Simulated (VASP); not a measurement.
Output of a VASP run:

OUTCAR:
```
 ion  position               nearest neighbor table
   1  0.000  0.000  0.000-   2 2.71   2 2.71   2 2.71   2 2.71   2 2.71   2 2.71   2 2.71   2 2.71
  LATTYP: Found a simple tetragonal cell.
 ALAT       =     2.7600554954
 C/A-ratio  =     1.3638561065
 Subroutine PRICEL returns:
 Original cell was already a primitive cell.
 Subroutine GETGRP returns: Found 16 space group operations
The static configuration has the point symmetry D_4h.
The dynamic configuration has the point symmetry D_4h.
The overall configuration has the point symmetry D_4h.
 Subroutine INISYM returns: Found 16 space group operations
 Subroutine IBZKPT returns following result:
 Found    168 irreducible k-points:

 Following reciprocal coordinates:
            Coordinates               Weight
  0.000000  0.000000  0.000000      1.000000
  0.076923  0.000000  0.000000      4.000000
  0.153846  0.000000  0.000000      4.000000
  0.230769  0.000000  0.000000      4.000000
  0.307692  0.000000  0.000000      4.000000
  0.384615  0.000000  0.000000      4.000000
  0.461538  0.000000  0.000000      4.000000
  0.076923  0.076923  0.000000      4.000000
  0.153846  0.076923  0.000000      8.000000
  0.230769  0.076923  0.000000      8.000000
  0.307692  0.076923  0.000000      8.000000
  0.384615  0.076923  0.000000      8.000000
  0.461538  0.076923  0.000000      8.000000
  0.153846  0.153846  0.000000      4.000000
  0.230769  0.153846  0.000000      8.000000
  0.307692  0.153846  0.000000      8.000000
  0.384615  0.153846  0.000000      8.000000
  0.461538  0.153846  0.000000      8.000000
  0.230769  0.230769  0.000000      4.000000
  0.307692  0.230769  0.000000      8.000000
  0.384615  0.230769  0.000000      8.000000
  0.461538  0.230769  0.000000      8.000000
  0.307692  0.307692  0.000000      4.000000
  0.384615  0.307692  0.000000      8.000000
  0.461538  0.307692  0.000000      8.000000
  0.384615  0.384615  0.000000      4.000000
  0.461538  0.384615  0.000000      8.000000
  0.461538  0.461538  0.000000      4.000000
  0.000000  0.000000  0.100000      2.000000
  0.076923  0.000000  0.100000      8.000000
  0.153846  0.000000  0.100000      8.000000
  0.230769  0.000000  0.100000      8.000000
  0.307692  0.000000  0.100000      8.000000
  0.384615  0.000000  0.100000      8.000000
  0.461538  0.000000  0.100000      8.000000
  0.076923  0.076923  0.100000      8.000000
  0.153846  0.076923  0.100000     16.000000
  0.230769  0.076923  0.100000     16.000000
  0.307692  0.076923  0.100000     16.000000
  0.384615  0.076923  0.100000     16.000000
   k-points           NKPTS =    168   k-points in BZ     NKDIM =    168   number of bands    NBANDS=     15
   number of dos      NEDOS =    301   number of ions     NIONS =      2
   total plane-waves  NPLWV =  16128
   dimension x,y,z NGX =    24 NGY =   24 NGZ =   28
   dimension x,y,z NGXF=    48 NGYF=   48 NGZF=   56
   ions per type =               1   1
   PREC   = accura    normal or accurate (medium, high low for compatibility)
   ISTART =      0    job   : 0-new  1-cont  2-samecut
   ICHARG =      2    charge: 1-file 2-atom 10-const
   ISPIN  =      2    spin polarized calculation?
   LNONCOLLINEAR =      F non collinear calculations
   LSORBIT =      F    spin-orbit coupling
   INIWAV =      1    electr: 0-lowe 1-rand  2-diag
   ENCUT  =  520.0 eV  38.22 Ry    6.18 a.u.   5.13  5.13  7.00*2*pi/ulx,y,z
   NELM   =    100;   NELMIN=  2; NELMDL= -5     # of ELM steps
   EDIFF  = 0.1E-06   stopping-criterion for ELM
   LREAL  =      F    real-space projection
   NLSPLINE    = F    spline interpolate recip. space projectors
   LMAXMIX     =    6 max onsite mixed and CHGCAR
   VOSKOWN=      0    Vosko Wilk Nusair interpolation
   EDIFFG = -.1E-01   stopping-criterion for IOM
   NSW    =     30    number of steps for IOM
   NBLOCK =      1;   KBLOCK =     30    inner block; outer block
...
```

### OSZICAR
```
       N       E                     dE             d eps       ncg     rms          rms(c)
DAV:   1     0.436679276348E+02    0.43668E+02   -0.90080E+03 10296   0.136E+03
DAV:   2    -0.678362488525E+02   -0.11150E+03   -0.99240E+02 10437   0.265E+02
DAV:   3    -0.715686267404E+02   -0.37324E+01   -0.36348E+01 12579   0.591E+01
DAV:   4    -0.716068646269E+02   -0.38238E-01   -0.38218E-01 11794   0.512E+00
DAV:   5    -0.716079811646E+02   -0.11165E-02   -0.11165E-02 13412   0.979E-01    0.178E+01
DAV:   6    -0.698756005479E+02    0.17324E+01   -0.29320E+01 11524   0.114E+02    0.315E+01
DAV:   7    -0.665800164663E+02    0.32956E+01   -0.11381E+01 12621   0.880E+01    0.886E+00
DAV:   8    -0.664617752638E+02    0.11824E+00   -0.68662E-01 12779   0.124E+01    0.365E+00
DAV:   9    -0.665379263744E+02   -0.76151E-01   -0.21175E-01 11252   0.611E+00    0.272E+00
DAV:  10    -0.665287350053E+02    0.91914E-02   -0.10126E-01 13715   0.792E+00    0.106E+00
DAV:  11    -0.665265934528E+02    0.21416E-02   -0.15425E-02 13602   0.253E+00    0.433E-01
DAV:  12    -0.665274539710E+02   -0.86052E-03   -0.13280E-03 12531   0.470E-01    0.114E-01
DAV:  13    -0.665275903242E+02   -0.13635E-03   -0.20808E-04 13589   0.198E-01    0.573E-02
DAV:  14    -0.665276024147E+02   -0.12091E-04   -0.72617E-05 12528   0.154E-01    0.309E-02
DAV:  15    -0.665276036110E+02   -0.11963E-05   -0.12910E-05 12747   0.653E-02    0.887E-03
DAV:  16    -0.665276046412E+02   -0.10302E-05   -0.39120E-06 12845   0.346E-02    0.488E-03
DAV:  17    -0.665276050873E+02   -0.44607E-06   -0.39225E-07 11452   0.695E-03    0.288E-03
DAV:  18    -0.665276050271E+02    0.60181E-07   -0.92312E-08  7433   0.722E-03
   1 F= -.66527605E+02 E0= -.66527744E+02  d E =-.665276E+02  mag=     3.5823
       N       E                     dE             d eps       ncg     rms          rms(c)
DAV:   1    -0.665278217445E+02   -0.21666E-03   -0.12255E-02 11284   0.916E-01    0.884E-02
DAV:   2    -0.665277089575E+02    0.11279E-03   -0.39254E-04 13635   0.466E-01    0.903E-02
DAV:   3    -0.665276861359E+02    0.22822E-04   -0.18573E-04 12845   0.394E-01    0.529E-02
DAV:   4    -0.665276786783E+02    0.74575E-05   -0.44488E-05 14163   0.101E-01    0.195E-02
DAV:   5    -0.665276786691E+02    0.92462E-08   -0.57993E-06 13884   0.466E-02    0.793E-03
DAV:   6    -0.665276784832E+02    0.18588E-06   -0.71583E-07 13641   0.961E-03    0.493E-03
DAV:   7    -0.665276785754E+02   -0.92239E-07   -0.34320E-07 11410   0.134E-02
   2 F= -.66527679E+02 E0= -.66527809E+02  d E =-.735483E-04  mag=     3.5796
       N       E                     dE             d eps       ncg     rms          rms(c)
DAV:   1    -0.665277597437E+02   -0.81260E-04   -0.57591E-03 11284   0.627E-01    0.607E-02
DAV:   2    -0.665277051604E+02    0.54583E-04   -0.18402E-04 13636   0.318E-01    0.611E-02
DAV:   3    -0.665276954220E+02    0.97384E-05   -0.86592E-05 12781   0.269E-01    0.366E-02
DAV:   4    -0.665276914364E+02    0.39856E-05   -0.21375E-05 14164   0.713E-02    0.134E-02
DAV:   5    -0.665276915807E+02   -0.14429E-06   -0.27733E-06 13969   0.319E-02    0.537E-03
DAV:   6    -0.665276914727E+02    0.10802E-06   -0.31350E-07  9666   0.645E-03    0.338E-03
DAV:   7    -0.665276915543E+02   -0.81679E-07   -0.17900E-07  9360   0.949E-03
   3 F= -.66527692E+02 E0= -.66527815E+02  d E =-.865272E-04  mag=     3.5780
```

### OUTCAR
```
------------------------ aborting loop because EDIFF is reached ----------------------------------------
  FORCE on cell =-STRESS in cart. coord.  units (eV):
  Direction    XX          YY          ZZ          XY          YZ          ZX
  --------------------------------------------------------------------------------------
  Total       -1.1098998     -1.1098998     -1.1120258      0.0000000      0.0000000      0.0000000
  in kB      -62.0115194    -62.0115194    -62.1303009      0.0000000      0.0000000      0.0000000
  external PRESSURE =     -62.0511132 kB  Pullay stress =       0.0000000 kB
  volume of cell :       28.68
      direct lattice vectors                 reciprocal lattice vectors
     2.757040081  0.000000000  0.000000000     0.362707821  0.000000000 -0.000000000
     0.000000000  2.757040081  0.000000000    -0.000000000  0.362707821  0.000000000
     0.000000000 -0.000000000  3.772557222    -0.000000000 -0.000000000  0.265072189
 POSITION                                       TOTAL-FORCE (eV/Angst)
 -----------------------------------------------------------------------------------
      0.00000      0.00000      0.00000         0.000000     -0.000000      0.000000
      1.37852      1.37852      1.88628        -0.000000      0.000000      0.000000
 -----------------------------------------------------------------------------------
    total drift:                                0.000000      0.000000     -0.000000
  FREE ENERGIE OF THE ION-ELECTRON SYSTEM (eV)
  ---------------------------------------------------
  free  energy   TOTEN  =       -66.5276915543 eV

  energy  without entropy=      -66.5280606657  energy(sigma->0) =      -66.52781459

 total charge

# of ion       s       p       d       tot
------------------------------------------
    1        0.404   0.446   6.019   6.870
    2        0.703   0.633   8.048   9.383
--------------------------------------------------
tot          1.107   1.078  14.067  16.253

 magnetization (x)

# of ion       s       p       d       tot
------------------------------------------
    1        0.018  -0.015   3.286   3.288
    2       -0.024  -0.088   0.438   0.326
--------------------------------------------------
tot         -0.006  -0.104   3.724   3.614

 reached required accuracy - stopping structural energy minimisation
```
(Selected blocks of OUTCAR.)

File POSCAR:
```
FePt
1
    2.7600554954     0.0000000000     0.0000000000
    0.0000000000     2.7600554954     0.0000000000
    0.0000000000     0.0000000000     3.7643185416
Fe Pt
1 1
Direct
  0.0000000000   0.0000000000   0.0000000000
  0.5000000000   0.5000000000   0.5000000000
```

Question: Reconstruct the remaining input files.

Answer: One answer among several that fit: the input of the run itself, r2SCAN meta-GGA, plane waves, VASP's PBE PAW potentials (set 64).

### KPOINTS
```
Regular mesh
0
Gamma
13 13 10
```

INCAR:
```
IBRION = 2   # conjugate gradients
ALGO = Normal
ISIF = 4
NSW = 30
LMAXMIX = 6   # l cut-off of mixed one-centre charges
ISMEAR = 1   # Methfessel-Paxton
PREC = Accurate
SYSTEM = FePt
ENCUT = 520   # plane-wave cut-off (eV)
LASPH = .TRUE.   # aspherical one-centre terms
EDIFF = 1E-7   # SCF stop (eV)
ISPIN = 2   # spin-polarised
EDIFFG = -0.01   # ionic stop
METAGGA = R2SCAN
LREAL = .FALSE.   # projection in real space or not
LMIXTAU = .TRUE.
LCHARG = .FALSE.
SIGMA = 0.1
LWAVE = .FALSE.
LORBIT = 10
NELM = 100   # most electronic steps
MAGMOM = 3.3 0.3
```

POTCAR, in this order: Fe Pt (PBE.64 set). Program: vasp_std.

The compound is FePt in the L1_0 structure. This cell is one point of a volume scan, at 1.03 of the reference volume. Symmetry was kept, so distortions that lower it aren't found.
